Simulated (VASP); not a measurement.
# MoS2: NMR shieldings, part 2 of 3

Wanted: the shieldings and field gradients at the nuclei of MoS2. The cell has space group P6_3/mmc. The start is a cell from a database of measured crystal structures.

VASP 6.6.1, plane waves and PAW; the level of theory is named at each step.

So far. Step 2 (Ground state): The cell has a gap of 0.994 eV on this mesh. Spin-orbit coupling is left out, which can shift or reorder these edges. Forces of up to 0.075 eV/Å remain in these settings.

The database entry behind the starting cell differs from later determinations by our own check (about 0.3 % long), so it need not match the best structure at ambient conditions.

## Step 3: Shielding tensors

This step: chemical shifts by linear response (GIPAW), PBE, no spin polarisation; plane waves and PAW (Mo_sv, S) (VASP 6.6.1).

LCHIMAG computes the induced currents by linear response. It needs tightly converged orbitals and a cutoff well above the default; LEFG adds the field gradients at no cost.

File INCAR:

```
SYSTEM = MoS2
PREC = Accurate
ENCUT = 370
EDIFF = 1E-09
NELM = 100
ISMEAR = 0
SIGMA = 0.01
LREAL = .FALSE.
ALGO = Normal
GGA = PE
NBANDS = 32
LASPH = .TRUE.
LWAVE = .FALSE.
LCHARG = .FALSE.
KPAR = 8
LCHIMAG = .TRUE.
LEFG = .TRUE.
DQ = 0.001
ICHIBARE = 1
LNMR_SYM_RED = .TRUE.
```

File POSCAR:

```
MoS2
1.0
    3.1690000000      0.0000000000      0.0000000000
   -1.5845000000      2.7444345046      0.0000000000
    0.0000000000      0.0000000000     12.3240000000
Mo S
2 4
Direct
    0.3333333333      0.6666666667      0.2500000000
    0.6666666667      0.3333333333      0.7500000000
    0.3333333333      0.6666666667      0.6230000000
    0.6666666667      0.3333333333      0.1230000000
    0.3333333333      0.6666666667      0.8770000000
    0.6666666667      0.3333333333      0.3770000000
```

File KPOINTS:

```
Automatic mesh
0
Gamma
14 14 3
0 0 0
```

The projector-augmented-wave data sets are Mo_sv and S (PBE family, release 64).

Command:

```console
> mpirun -np 8 vasp_std
```

The program printed:

```text
[banner, memory and clock lines left out]
running    8 mpi-ranks, on    1 nodes
 distrk:  each k-point on    1 cores,    8 groups
 distr:  one band on    1 cores,    1 groups

 POSCAR found type information on POSCAR MoS
 POSCAR found :  2 types and       6 ions
 [... a notice as in an earlier step ...]

 LDA part: xc-table for (Slater+PW92), standard interpolation
 POSCAR, INCAR and KPOINTS ok, starting setup
 FFT: planning ... GRIDC
 FFT: planning ... GRID_SOFT
 FFT: planning ... GRID
 WAVECAR not read
 entering main loop
       N       E                     dE             d eps       ncg     rms          rms(c)
DAV:   1     0.358889147805E+03    0.35889E+03   -0.25272E+04  3512   0.119E+03
DAV:   2    -0.281561631645E+02   -0.38705E+03   -0.37671E+03  3888   0.340E+02
DAV:   3    -0.462042557060E+02   -0.18048E+02   -0.17913E+02  3904   0.667E+01
DAV:   4    -0.465508493423E+02   -0.34659E+00   -0.34572E+00  3792   0.943E+00
DAV:   5    -0.465605732335E+02   -0.97239E-02   -0.97187E-02  3848   0.143E+00    0.337E+01
DAV:   6    -0.444017245433E+02    0.21588E+01   -0.20559E+01  3352   0.246E+01    0.132E+01
DAV:   7    -0.439485400500E+02    0.45318E+00   -0.91117E+00  3400   0.158E+01    0.806E+00
DAV:   8    -0.436001289629E+02    0.34841E+00   -0.14311E+00  3832   0.674E+00    0.296E+00
DAV:   9    -0.436128181753E+02   -0.12689E-01   -0.14492E-01  4128   0.184E+00    0.134E+00
DAV:  10    -0.436033986147E+02    0.94196E-02   -0.62418E-02  3688   0.143E+00    0.337E-01
DAV:  11    -0.436034470275E+02   -0.48413E-04   -0.24709E-03  3824   0.277E-01    0.196E-01
DAV:  12    -0.436033370710E+02    0.10996E-03   -0.57743E-04  3824   0.124E-01    0.767E-02
DAV:  13    -0.436033435886E+02   -0.65176E-05   -0.14224E-04  4064   0.611E-02    0.810E-03
DAV:  14    -0.436033466929E+02   -0.31043E-05   -0.11209E-05  3816   0.185E-02    0.145E-02
DAV:  15    -0.436033471415E+02   -0.44862E-06   -0.21246E-06  3696   0.787E-03    0.457E-03
DAV:  16    -0.436033470354E+02    0.10614E-06   -0.92616E-07  3848   0.526E-03    0.149E-03
DAV:  17    -0.436033471132E+02   -0.77793E-07   -0.52948E-08  3784   0.142E-03    0.768E-04
DAV:  18    -0.436033470916E+02    0.21619E-07   -0.24109E-09  3160   0.213E-04    0.553E-04
DAV:  19    -0.436033470929E+02   -0.13370E-08   -0.78177E-10  2648   0.125E-04    0.127E-04
DAV:  20    -0.436033470944E+02   -0.14606E-08   -0.13333E-10  2360   0.516E-05    0.345E-05
DAV:  21    -0.436033470953E+02   -0.92859E-09   -0.63310E-11  2272   0.370E-05
ion   1
     0.0000000     0.0000000     0.0000000    -1.1320673    -0.0000000    -0.0000000
     0.0000532     0.0000000     0.0000000    -1.1320673    -0.0000000    -0.0000000
     0.0000733     0.0000000     0.0000000    -1.1320673    -0.0000000    -0.0000000
     0.0001009     0.0000000     0.0000000    -1.1320672    -0.0000000    -0.0000000
     0.0001390     0.0000000     0.0000000    -1.1320671    -0.0000000    -0.0000000

     0.0000000     0.0000000     0.0000000    62.6909762    -0.0000000    -0.0000000
     0.0000532     0.0000000     0.0000000    62.6862245    -0.0000000    -0.0000000
     0.0000733     0.0000000     0.0000000    62.6837525    -0.0000000    -0.0000000
     0.0001009     0.0000000     0.0000000    62.6798573    -0.0000000    -0.0000000
     0.0001390     0.0000000     0.0000000    62.6737535    -0.0000000    -0.0000000

ion   2
     0.0000000     0.0000000    -0.0000000    -1.1320673    -0.0000000    -0.0000000
     0.0000532     0.0000000    -0.0000000    -1.1320673    -0.0000000    -0.0000000
     0.0000733     0.0000000    -0.0000000    -1.1320673    -0.0000000    -0.0000000
     0.0001009     0.0000000    -0.0000000    -1.1320672    -0.0000000    -0.0000000
     0.0001390     0.0000000    -0.0000000    -1.1320671    -0.0000000    -0.0000000

     0.0000000     0.0000000    -0.0000000    62.6909762    -0.0000000    -0.0000000
     0.0000532     0.0000000    -0.0000000    62.6862245    -0.0000000    -0.0000000
     0.0000733     0.0000000    -0.0000000    62.6837525    -0.0000000    -0.0000000
     0.0001009     0.0000000    -0.0000000    62.6798573    -0.0000000    -0.0000000
     0.0001390     0.0000000    -0.0000000    62.6737535    -0.0000000    -0.0000000

ion   3
     0.0000000     0.0000000    -0.0000000     3.1227866    -0.0000000    -0.0000000
     0.0000369     0.0000000    -0.0000000     3.1227866    -0.0000000    -0.0000000
     0.0000508     0.0000000    -0.0000000     3.1227866    -0.0000000    -0.0000000
     0.0000700     0.0000000    -0.0000000     3.1227866    -0.0000000    -0.0000000
     0.0000964     0.0000000    -0.0000000     3.1227865    -0.0000000    -0.0000000

     0.0000000     0.0000000    -0.0000000    41.6619528    -0.0000000    -0.0000000
     0.0000369     0.0000000    -0.0000000    41.6618356    -0.0000000    -0.0000000
     0.0000508     0.0000000    -0.0000000    41.6617645    -0.0000000    -0.0000000
     0.0000700     0.0000000    -0.0000000    41.6616462    -0.0000000    -0.0000000
     0.0000964     0.0000000    -0.0000000    41.6614512    -0.0000000    -0.0000000

ion   4
     0.0000000     0.0000000     0.0000000     3.1227866     0.0000000    -0.0000000
     0.0000369     0.0000000     0.0000000     3.1227866     0.0000000    -0.0000000
     0.0000508     0.0000000     0.0000000     3.1227866     0.0000000    -0.0000000
     0.0000700     0.0000000     0.0000000     3.1227866     0.0000000    -0.0000000
     0.0000964     0.0000000     0.0000000     3.1227865     0.0000000    -0.0000000

     0.0000000     0.0000000     0.0000000    41.6619528     0.0000000    -0.0000000
     0.0000369     0.0000000     0.0000000    41.6618356     0.0000000    -0.0000000
     0.0000508     0.0000000     0.0000000    41.6617645     0.0000000    -0.0000000
     0.0000700     0.0000000     0.0000000    41.6616462     0.0000000    -0.0000000
     0.0000964     0.0000000     0.0000000    41.6614512     0.0000000    -0.0000000

ion   5
     0.0000000     0.0000000     0.0000000     3.1227866    -0.0000000    -0.0000000
     0.0000369     0.0000000     0.0000000     3.1227866    -0.0000000    -0.0000000
     0.0000508     0.0000000     0.0000000     3.1227866    -0.0000000    -0.0000000
     0.0000700     0.0000000     0.0000000     3.1227866    -0.0000000    -0.0000000
     0.0000964     0.0000000     0.0000000     3.1227865    -0.0000000    -0.0000000

     0.0000000     0.0000000     0.0000000    41.6619528    -0.0000000    -0.0000000
     0.0000369     0.0000000     0.0000000    41.6618356    -0.0000000    -0.0000000
     0.0000508     0.0000000     0.0000000    41.6617645    -0.0000000    -0.0000000
     0.0000700     0.0000000     0.0000000    41.6616462    -0.0000000    -0.0000000
[...]
RMM:  12    -0.204232209320E+03   -0.75113E-09   -0.32413E-09  5067   0.839E-05
BDIR= 3  IDIR= 1  IQ=  0
DAV:   1    -0.978524211416E+03   -0.97852E+03   -0.32718E-11  5208   0.243E-05
DAV:   2    -0.978524211416E+03    0.30695E-11   -0.16533E-11  5144   0.115E-05
       N       E                     dE             d eps       ncg     rms
RMM:   1    -0.189883050269E+03   -0.18988E+03   -0.79442E+02 10349   0.127E+02
RMM:   2    -0.203311689986E+03   -0.13429E+02   -0.46169E+01 12736   0.160E+01
RMM:   3    -0.204148317519E+03   -0.83663E+00   -0.10571E+00 12785   0.290E+00
RMM:   4    -0.204194012765E+03   -0.45695E-01   -0.17127E-01 13382   0.761E-01
RMM:   5    -0.204197657597E+03   -0.36448E-02   -0.67033E-03 13009   0.175E-01
RMM:   6    -0.204197964446E+03   -0.30685E-03   -0.12180E-03 13544   0.509E-02
RMM:   7    -0.204197995001E+03   -0.30555E-04   -0.59962E-05 12668   0.132E-02
RMM:   8    -0.204197997976E+03   -0.29747E-05   -0.12212E-05 10867   0.414E-03
RMM:   9    -0.204197998337E+03   -0.36115E-06   -0.81359E-07  9219   0.114E-03
RMM:  10    -0.204197998377E+03   -0.39816E-07   -0.16766E-07  8074   0.396E-04
RMM:  11    -0.204197998383E+03   -0.59554E-08   -0.14948E-08  6085   0.147E-04
RMM:  12    -0.204197998384E+03   -0.74547E-09   -0.31860E-09  5057   0.838E-05
BDIR= 3  IDIR= 1  IQ=  1
DAV:   1    -0.978512937509E+03   -0.97851E+03   -0.53921E-02  8432   0.164E+00
DAV:   2    -0.978513206126E+03   -0.26862E-03   -0.26862E-03  9152   0.265E-01
DAV:   3    -0.978513213244E+03   -0.71177E-05   -0.71177E-05  9880   0.320E-02
DAV:   4    -0.978513213299E+03   -0.55198E-07   -0.55195E-07  9328   0.296E-03
DAV:   5    -0.978513213301E+03   -0.14589E-08   -0.15167E-08  8168   0.358E-04
DAV:   6    -0.978513213301E+03   -0.98908E-10   -0.19572E-10  6432   0.550E-05
       N       E                     dE             d eps       ncg     rms
RMM:   1    -0.189848228614E+03   -0.18985E+03   -0.79405E+02 10348   0.127E+02
RMM:   2    -0.203273064550E+03   -0.13425E+02   -0.46241E+01 12738   0.160E+01
RMM:   3    -0.204110661671E+03   -0.83760E+00   -0.10622E+00 12789   0.291E+00
RMM:   4    -0.204156055988E+03   -0.45394E-01   -0.16997E-01 13377   0.760E-01
RMM:   5    -0.204159690645E+03   -0.36347E-02   -0.66764E-03 13012   0.175E-01
RMM:   6    -0.204159999311E+03   -0.30867E-03   -0.12311E-03 13541   0.512E-02
RMM:   7    -0.204160030181E+03   -0.30871E-04   -0.60176E-05 12674   0.133E-02
RMM:   8    -0.204160033170E+03   -0.29886E-05   -0.12279E-05 10882   0.416E-03
RMM:   9    -0.204160033531E+03   -0.36095E-06   -0.80789E-07  9237   0.114E-03
RMM:  10    -0.204160033571E+03   -0.39534E-07   -0.16707E-07  8110   0.396E-04
RMM:  11    -0.204160033576E+03   -0.59410E-08   -0.14740E-08  6067   0.147E-04
RMM:  12    -0.204160033577E+03   -0.73862E-09   -0.31916E-09  5077   0.838E-05
BDIR= 3  IDIR= 2  IQ= -1
DAV:   1    -0.978471954304E+03   -0.97847E+03   -0.53925E-02  8344   0.164E+00
DAV:   2    -0.978472223232E+03   -0.26893E-03   -0.26893E-03  9040   0.265E-01
DAV:   3    -0.978472230740E+03   -0.75074E-05   -0.75074E-05 10024   0.328E-02
DAV:   4    -0.978472230798E+03   -0.58187E-07   -0.58211E-07  9152   0.297E-03
DAV:   5    -0.978472230800E+03   -0.17495E-08   -0.17480E-08  8208   0.362E-04
DAV:   6    -0.978472230800E+03   -0.59117E-10   -0.23078E-10  6464   0.572E-05
       N       E                     dE             d eps       ncg     rms
RMM:   1    -0.190191878342E+03   -0.19019E+03   -0.79742E+02 10390   0.127E+02
RMM:   2    -0.203343485951E+03   -0.13152E+02   -0.44818E+01 12777   0.159E+01
RMM:   3    -0.204166992860E+03   -0.82351E+00   -0.10289E+00 12768   0.291E+00
RMM:   4    -0.204213445478E+03   -0.46453E-01   -0.17305E-01 13378   0.763E-01
RMM:   5    -0.204217086517E+03   -0.36410E-02   -0.65048E-03 12928   0.174E-01
RMM:   6    -0.204217384948E+03   -0.29843E-03   -0.11790E-03 13550   0.512E-02
RMM:   7    -0.204217414719E+03   -0.29772E-04   -0.57954E-05 12691   0.132E-02
RMM:   8    -0.204217417595E+03   -0.28754E-05   -0.11523E-05 10875   0.411E-03
RMM:   9    -0.204217417938E+03   -0.34362E-06   -0.74964E-07  9284   0.114E-03
RMM:  10    -0.204217417975E+03   -0.36786E-07   -0.15226E-07  8115   0.391E-04
RMM:  11    -0.204217417981E+03   -0.53683E-08   -0.12634E-08  6051   0.144E-04
RMM:  12    -0.204217417981E+03   -0.64716E-09   -0.27946E-09  5031   0.822E-05
BDIR= 3  IDIR= 2  IQ=  0
DAV:   1    -0.978524211416E+03   -0.97852E+03   -0.33012E-11  5208   0.243E-05
DAV:   2    -0.978524211416E+03    0.14552E-10   -0.16333E-11  5144   0.115E-05
       N       E                     dE             d eps       ncg     rms
RMM:   1    -0.190162666255E+03   -0.19016E+03   -0.79722E+02 10387   0.127E+02
RMM:   2    -0.203319800130E+03   -0.13157E+02   -0.44797E+01 12771   0.159E+01
RMM:   3    -0.204147285734E+03   -0.82749E+00   -0.10349E+00 12764   0.292E+00
RMM:   4    -0.204194004317E+03   -0.46719E-01   -0.17366E-01 13372   0.764E-01
RMM:   5    -0.204197665010E+03   -0.36607E-02   -0.65869E-03 12923   0.175E-01
RMM:   6    -0.204197966114E+03   -0.30110E-03   -0.11915E-03 13551   0.513E-02
RMM:   7    -0.204197995879E+03   -0.29765E-04   -0.57404E-05 12682   0.132E-02
RMM:   8    -0.204197998713E+03   -0.28339E-05   -0.11408E-05 10860   0.409E-03
RMM:   9    -0.204197999054E+03   -0.34068E-06   -0.73813E-07  9284   0.113E-03
RMM:  10    -0.204197999091E+03   -0.37056E-07   -0.15803E-07  8115   0.389E-04
RMM:  11    -0.204197999096E+03   -0.50452E-08   -0.11211E-08  6027   0.141E-04
RMM:  12    -0.204197999097E+03   -0.57943E-09   -0.24874E-09  5030   0.814E-05
BDIR= 3  IDIR= 2  IQ=  1
DAV:   1    -0.978575913742E+03   -0.97858E+03   -0.53893E-02  8352   0.164E+00
DAV:   2    -0.978576183223E+03   -0.26948E-03   -0.26948E-03  9064   0.265E-01
DAV:   3    -0.978576190684E+03   -0.74608E-05   -0.74609E-05 10024   0.327E-02
DAV:   4    -0.978576190742E+03   -0.58045E-07   -0.58028E-07  9176   0.298E-03
DAV:   5    -0.978576190744E+03   -0.17341E-08   -0.17505E-08  8272   0.362E-04
DAV:   6    -0.978576190744E+03   -0.30013E-10   -0.22859E-10  6488   0.571E-05
       N       E                     dE             d eps       ncg     rms
RMM:   1    -0.190142763966E+03   -0.19014E+03   -0.79713E+02 10385   0.127E+02
RMM:   2    -0.203297327313E+03   -0.13155E+02   -0.44768E+01 12773   0.159E+01
RMM:   3    -0.204124039901E+03   -0.82671E+00   -0.10364E+00 12769   0.291E+00
RMM:   4    -0.204170853168E+03   -0.46813E-01   -0.17408E-01 13377   0.763E-01
RMM:   5    -0.204174506188E+03   -0.36530E-02   -0.65934E-03 12929   0.174E-01
RMM:   6    -0.204174805209E+03   -0.29902E-03   -0.11767E-03 13553   0.511E-02
RMM:   7    -0.204174834723E+03   -0.29515E-04   -0.57546E-05 12683   0.132E-02
RMM:   8    -0.204174837568E+03   -0.28441E-05   -0.11469E-05 10868   0.407E-03
RMM:   9    -0.204174837910E+03   -0.34251E-06   -0.74032E-07  9285   0.113E-03
RMM:  10    -0.204174837948E+03   -0.37673E-07   -0.16127E-07  8108   0.388E-04
RMM:  11    -0.204174837953E+03   -0.51475E-08   -0.11477E-08  6028   0.141E-04
RMM:  12    -0.204174837954E+03   -0.58913E-09   -0.25305E-09  5030   0.812E-05
       N       E                     dE             d eps       ncg     rms
RLQ:   1    -0.963290433405E+01   -0.96329E+01   -0.57113E+01 12366   0.256E+01
RLQ:   2    -0.102298536069E+02   -0.59695E+00   -0.13014E+00 12519   0.236E+00
RLQ:   3    -0.102633719978E+02   -0.33518E-01   -0.49908E-02 12260   0.396E-01
RLQ:   4    -0.102658983507E+02   -0.25264E-02   -0.82410E-03 12837   0.112E-01
RLQ:   5    -0.102661274477E+02   -0.22910E-03   -0.65267E-04 12322   0.262E-02
RLQ:   6    -0.102661538421E+02   -0.26394E-04   -0.10313E-04 11794   0.790E-03
RLQ:   7    -0.102661575428E+02   -0.37007E-05   -0.11606E-05  9334   0.228E-03
RLQ:   8    -0.102661580711E+02   -0.52836E-06   -0.20703E-06  8565   0.757E-04
RLQ:   9    -0.102661581530E+02   -0.81837E-07   -0.24647E-07  6670   0.264E-04
RLQ:  10    -0.102661581654E+02   -0.12415E-07   -0.45535E-08  5250   0.120E-04
RLQ:  11    -0.102661581673E+02   -0.19079E-08   -0.54485E-09  4455   0.758E-05
RLQ:  12    -0.102661581676E+02   -0.28550E-09   -0.96538E-10  4059   0.637E-05
```

The job ended after 9 min (8 MPI ranks of AMD EPYC 9R45, shared host; peak memory 8.6 GiB; 69 min of CPU time).

(Continued in part 3 of 3.)

[Lines on the potential files, build, host, timing and source positions are cut from VASP's logs without a mark.]

[Logs are printed without paths, hosts, clocks, repeated set-up lines and the standing remarks that a program may print on its own settings, such as how far it seeks lower states.]

[Hosts, paths, dates, database ids (printed as entryN), source tags and the programs' standing remarks are cut or masked in the printed files.]
